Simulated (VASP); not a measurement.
Given:

```
CELL_PARAMETERS angstrom
      0.00000     1.80660     1.80660
      1.80660     0.00000     1.80660
      1.80660     1.80660     0.00000
ATOMIC_POSITIONS crystal
  Cu 0.00000 0.00000 0.00000
```

Level of theory: PBE GGA, VASP's PBE PAW potentials (set 64) (plane waves; VASP). Numerical set-up: 300 eV cut-off, 16×16×16 Γ-centred mesh, Fermi-Dirac smearing of 0.14 eV, potentials Cu.

### Question
Predict the energy per atom (σ→0), band gap (on the k-mesh) with the smallest direct gap where there is one.

### Answer

The band gap (on the k-mesh) is none (metal, semimetal or under 0.01 eV). The energy per atom (σ→0) comes out as -3.727 eV/atom.

The absolute energy has meaning only against runs of the same code, potentials and settings.

The structure comes from a computed database's Cu entry; how it stands against other phases isn't given here. The cell was not relaxed at this level.
